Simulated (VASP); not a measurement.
An input for Quantum ESPRESSO's pw.x (written as the equivalent of a VASP run, and not itself run):

```
&CONTROL
  calculation = 'vc-relax'
  pseudo_dir = './pseudo'
  outdir = './out'
  tprnfor = .true.
  tstress = .true.
  nstep = 30
  forc_conv_thr = 0.00039
/
&SYSTEM
  ibrav = 0
  nat = 2
  ntyp = 1
  ecutwfc = 102
  occupations = 'smearing'
  smearing = 'methfessel-paxton'
  degauss = 0.00735
  input_dft = 'pbe'
/
&ELECTRONS
  conv_thr = 7.3e-09
  electron_maxstep = 100
/
&IONS
/
&CELL
  cell_dofree = 'shape'
/
ATOMIC_SPECIES
  Cd 112.414 Cd.upf
CELL_PARAMETERS angstrom
     1.5322237   -2.6538895    0.0000000
     1.5322237    2.6538895    0.0000000
     0.0000000    0.0000000    6.0493848
ATOMIC_POSITIONS crystal
  Cd   0.3333330  0.6666670  0.2500000
  Cd   0.6666670  0.3333330  0.7500000
K_POINTS automatic
  14 14 6 0 0 0
```

Q: Translate this input to VASP (INCAR, KPOINTS, POSCAR, choice of POTCAR).

A: This is not unique; one that fits is 
### POSCAR
```
Cd
1
    1.5322236520    -2.6538895233     0.0000000000
    1.5322236520     2.6538895233     0.0000000000
    0.0000000000     0.0000000000     6.0493848468
Cd
2
Direct
  0.3333330000   0.6666670000   0.2500000000
  0.6666670000   0.3333330000   0.7500000000
```

### INCAR
```
SYSTEM = Cd
PREC = Accurate
ENCUT = 520
EDIFF = 1E-7
NELM = 100
ALGO = Normal
LREAL = .FALSE.
LASPH = .TRUE.
ISMEAR = 1
SIGMA = 0.1
GGA = PE
LMAXMIX = 4
LWAVE = .FALSE.
LCHARG = .FALSE.
ISIF = 4
IBRION = 2
NSW = 30
EDIFFG = -0.01
```

### KPOINTS
```
kpoints
0
Gamma
 14 14 6
```

POTCAR, in this order: Cd (PBE.64 set). Program: vasp_std.

Limits of the translation: the potentials are each code's own (VASP's PAW set, PseudoDojo norm-conserving files in pw.x), so ENCUT and ecutwfc are chosen apart and not converted; conv_thr bounds pw.x's estimated SCF error, while EDIFF bounds the energy change between steps; forc_conv_thr acts on force components and is met together with etot_conv_thr.

The compound is Cd in the hcp structure. This cell is one point of a volume scan, at 1.06 of the reference volume. Symmetry was kept, so distortions that lower it aren't found.
